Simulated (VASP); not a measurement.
Here is a VASP 6.6.1 calculation.

Contents of INCAR:

```
SYSTEM = CuF
PREC = Accurate
ENCUT = 600
EDIFF = 1E-7
ISMEAR = 0
SIGMA = 0.05
LREAL = .FALSE.
LASPH = .TRUE.
NELM = 60
ALGO = Normal
ISIF = 3
LWAVE = .FALSE.
LCHARG = .FALSE.
METAGGA = SCAN
LMIXTAU = .TRUE.
IBRION = 2
NSW = 60
EDIFFG = -0.02
```

KPOINTS

```
regular mesh
0
G
  11 11 8
  0 0 0
```

The input POSCAR:

```
CuF
1.0
    2.4710065500      0.0000000000      0.0000000000
    0.0000000000      2.4710065500      0.0000000000
    0.0000000000      0.0000000000      3.4165013900
Cu F
1 1
Direct
    0.0000000000      0.0000000000      0.0000000000
    0.5000000000      0.5000000000      0.5000000000
```

Potentials or basis: VASP PAW PBE potentials, release 64 (Cu, F).

Run with:

```console
$ cat potpaw_PBE.64/Cu/POTCAR potpaw_PBE.64/F/POTCAR > POTCAR
$ mpirun -np 1 vasp_std > vasp.out
```

Problem. Predict the relaxed cell.

Solution. a = 2.719 Å, b = 2.719 Å, c = 2.751 Å, α = 90.00°, β = 90.00°, γ = 90.00°.

Problem. Estimate the band gap on the k mesh.

Solution. None (metal or under the smearing width).

Final structure:
```yaml
crystal:
  lattice:
    - [2.71873, 0.00000, 0.00000]
    - [0.00000, 2.71873, 0.00000]
    - [0.00000, 0.00000, 2.75145]
  atoms:
    - { symbol: Cu, position: [0.00000, 0.00000, 0.00000] }
    - { symbol: F, position: [0.50000, 0.50000, 0.50000] }
```

Caveat: the run has no spin polarisation, though such a crystal can be magnetic; semilocal functionals often make such compounds metallic where correlation or magnetic order opens a gap, which also shifts bond lengths. With open d or f shells a metallic result of SCAN can be an artefact of self-interaction; +U or a hybrid may open a gap.
